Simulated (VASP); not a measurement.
Mg3Sn (space group P-6m2): computed properties

Calculation: PBEsol GGA, VASP's PBE PAW potentials (set 64) (plane waves; VASP).

```
Property                                                                                  Value
----------------------------------  -----------------------------------------------------------
space group                                                                         P-6m2 (187)
cell                                a = b = 3.3005 Å, c = 9.9192 Å, α = β = 90.00°, γ = 120.00°
volume per atom                                                                  23.39 Å^3/atom
band gap (over mesh and band path)                     none (metal, semimetal or under 0.01 eV)
Hill bulk modulus                                                                      41.7 GPa
Hill shear modulus                                                                     19.4 GPa
Poisson's ratio                                                                           0.298
density                                                                              3.40 g/cm³
optical Γ-point spectrum                         65 (×2), 95 (×2), 122 (×2), 141, 218, 254 cm⁻¹
C11                                                                                    76.2 GPa
C12                                                                                    35.7 GPa
C13                                                                                    11.5 GPa
C33                                                                                     106 GPa
C44                                                                                    11.5 GPa
C66                                                                                    20.2 GPa
```

Mg$_{3}$Sn is modelled in the hexagonal space group P-6m2 (No. 187), Pearson symbol hP4. Conventional cell: a = 3.301 Å, b = 3.301 Å, c = 9.919 Å, α = 90.00°, β = 90.00°, γ = 120.00°. Mg1 on 1e has 12 Mg at 3.187–3.301 Å (anticuboctahedral). Mg2 on 2g has 3 Sn at 3.068 Å and 9 Mg at 3.187–3.301 Å (anticuboctahedral). Sn on 1f sees 6 Mg at 3.068 Å and 6 Sn at 3.301 Å (anticuboctahedral). (Neighbours: up to the widest gap in distance over summed covalent radii, below 1.35, at either atom.)

Finite-difference elastic constants of metals are sensitive to mesh and smearing; shear constants can be off by tens of GPa. Unless said otherwise, spin-orbit coupling is left out, though it shifts the bands of the heavy elements here.

The structure comes from a computed database's Mg3Sn entry (P-6m2); how it stands against other phases isn't given here. It was relaxed first. Symmetry was kept, so distortions that lower it aren't found.
